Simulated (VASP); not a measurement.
VASP input:

POSCAR:
```
Au
1
    0.0000000000     2.0467810982     2.0467810982
    2.0467810982    -0.0000000000     2.0467810982
    2.0467810982     2.0467810982     0.0000000000
Au
1
Direct
  0.0000000000   0.0000000000   0.0000000000
```

KPOINTS:
```
K-points
0
gamma
17 17 17
0 0 0
```

INCAR:
```
GGA = CX
LASPH = .TRUE.   # aspherical one-centre terms
LUSE_VDW = .TRUE.
NEDOS = 601
PREC = Accurate
ISMEAR = -5
ALGO = Normal
AGGAC = 0.0
NELM = 100   # most electronic steps
LORBIT = 11   # lm-projected
LWAVE = .FALSE.
LCHARG = .TRUE.
ENCUT = 520   # plane-wave cut-off (eV)
LREAL = .FALSE.
EDIFF = 1E-7   # SCF stop (eV)
LMAXMIX = 6   # l cut-off of mixed one-centre charges
SYSTEM = Au
ISIF = 2   # forces and stress, cell fixed
```

POTCAR, in this order: Au (PBE.64 set). Program: vasp_std.

### Question
Write an equivalent input for Quantum ESPRESSO's pw.x.

### Answer
One equivalent input (not run):
```
&CONTROL
  calculation = 'scf'
  pseudo_dir = './pseudo'
  outdir = './out'
  tprnfor = .true.
  tstress = .true.
/
&SYSTEM
  ibrav = 0
  nat = 1
  ntyp = 1
  ecutwfc = 76
  occupations = 'tetrahedra'
  input_dft = 'vdw-df-cx'
/
&ELECTRONS
  conv_thr = 7.3e-09
  electron_maxstep = 100
/
ATOMIC_SPECIES
  Au 196.967 Au.upf
CELL_PARAMETERS angstrom
     0.0000000    2.0467811    2.0467811
     2.0467811   -0.0000000    2.0467811
     2.0467811    2.0467811    0.0000000
ATOMIC_POSITIONS crystal
  Au   0.0000000  0.0000000  0.0000000
K_POINTS automatic
  17 17 17 0 0 0
```
Limits of the translation: the potentials are each code's own (VASP's PAW set, PseudoDojo norm-conserving files in pw.x), so ENCUT and ecutwfc are chosen apart and not converted; conv_thr bounds pw.x's estimated SCF error, while EDIFF bounds the energy change between steps.

The compound is Au in the fcc structure. It was relaxed first.
